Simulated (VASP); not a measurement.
Here is the system:

```
AlN
1.0
    0.00000     2.21044     2.21044
    2.21044     0.00000     2.21044
    2.21044     2.21044     0.00000
Al N
1 1
Cartesian
  0.00000   0.00000   0.00000
  1.10522   1.10522   1.10522
```

Computed with PBEsol GGA, VASP's PBE PAW potentials (set 64) (plane waves; VASP). Numerical set-up: 520 eV cut-off, 10×10×10 Γ-centred mesh, Gaussian smearing of 0.050 eV, potentials Al N.

Q: What does the run give for the energy per atom (σ→0), pressure, band gap (on the k-mesh) with the smallest direct gap where there is one?

A: 
```json
{
  "band gap (on the k-mesh)": "3.17 eV",
  "smallest direct gap (on the k-mesh)": "3.82 eV",
  "energy per atom (σ→0)": "-7.800 eV/atom",
  "pressure": "-56.3 kbar"
}
```

The absolute energy has meaning only against runs of the same code, potentials and settings.

The compound is AlN in the zinc blende structure, a metastable form; wurtzite is the usual one. This cell is one point of a volume scan, at 1.03 of the reference volume.
